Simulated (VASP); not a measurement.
Given:

```
CELL_PARAMETERS angstrom
      0.00000     2.72199     2.72199
      2.72199     0.00000     2.72199
      2.72199     2.72199     0.00000
ATOMIC_POSITIONS crystal
  Zn 0.00000 0.00000 0.00000
  S  0.25000 0.25000 0.25000
```

These are PW91 GGA, VASP's PBE PAW potentials (set 64) (plane waves; VASP) values and carry that method's errors. Run with 520 eV cut-off, 9×9×9 Γ-centred mesh, tetrahedra with Blöchl corrections, potentials Zn S.

Q: Predict the energy per atom (σ→0), band gap (on the k-mesh) with the smallest direct gap where there is one.

A: 
```json
{
  "band gap (on the k-mesh)": "2.01 eV",
  "smallest direct gap (on the k-mesh)": "2.01 eV",
  "energy per atom (σ→0)": "-3.448 eV/atom"
}
```

The compound is ZnS in the zinc blende structure. It was relaxed first.
